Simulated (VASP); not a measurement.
A convergence study with VASP on SnO₂ (rutile): one setting is varied, all else stays as given below, so the limit is that of these other settings.

```yaml
crystal:
  lattice:
    - [4.74000, 0.00000, 0.00000]
    - [0.00000, 4.74000, 0.00000]
    - [0.00000, 0.00000, 3.19000]
  atoms:
    - { symbol: Sn, position: [0.00000, 0.00000, 0.00000] }
    - { symbol: Sn, position: [0.50000, 0.50000, 0.50000] }
    - { symbol: O, position: [0.30700, 0.30700, 0.00000] }
    - { symbol: O, position: [0.80700, 0.19300, 0.50000] }
    - { symbol: O, position: [0.19300, 0.80700, 0.50000] }
    - { symbol: O, position: [0.69300, 0.69300, 0.00000] }
```

Computed with PBE GGA, VASP's PBE PAW potentials (set 64) (plane waves; VASP). The tightest run used: 700 eV cut-off, 8×8×12 Monkhorst-Pack mesh, Gaussian smearing of 0.050 eV, potentials Sn_d O.

Q: The settings run are 1×1×1 mesh; 1×1×2 mesh; 2×2×3 mesh; 2×2×4 mesh; 3×3×5 mesh; 4×4×6 mesh; 4×4×7 mesh; 5×5×8 mesh; 6×6×9 mesh; 6×6×10 mesh; 7×7×11 mesh; 8×8×12 mesh. From which on does the energy per atom stay within 0.002 eV/atom of the tightest run?

A: From 3×3×5 mesh on: it is off by 0.0011 there and by no more than 0.002 in any finer run, while 2×2×4 mesh is off by 0.0038.
```tsv
setting	E (eV/atom)	pressure (GPa)	largest force (eV/Å)	irreducible k-points	difference judged (eV/atom)
1×1×1 mesh	-4.6260	12.85	0.276	1	1.5731
1×1×2 mesh	-6.3260	8.50	0.082	1	0.1269
2×2×3 mesh	-6.1947	11.22	0.325	2	0.0045
2×2×4 mesh	-6.2029	11.11	0.290	2	0.0038
3×3×5 mesh	-6.1981	10.99	0.264	9	0.0011
4×4×6 mesh	-6.1993	11.07	0.265	9	0.0001
4×4×7 mesh	-6.1992	11.07	0.265	12	0.0001
5×5×8 mesh	-6.1991	11.06	0.265	24	0.0000
6×6×9 mesh	-6.1991	11.06	0.265	30	0.0000
6×6×10 mesh	-6.1991	11.06	0.265	30	0.0000
7×7×11 mesh	-6.1991	11.06	0.265	60	0.0000
8×8×12 mesh	-6.1991	11.06	0.265	60	0.0000
```

Left out are rungs that failed or repeat a setting and relaxations that didn't move; long series are thinned to 24 rows.

The compound is SnO2 in the rutile structure. The cell was not relaxed at this level, forces remain on its atoms.
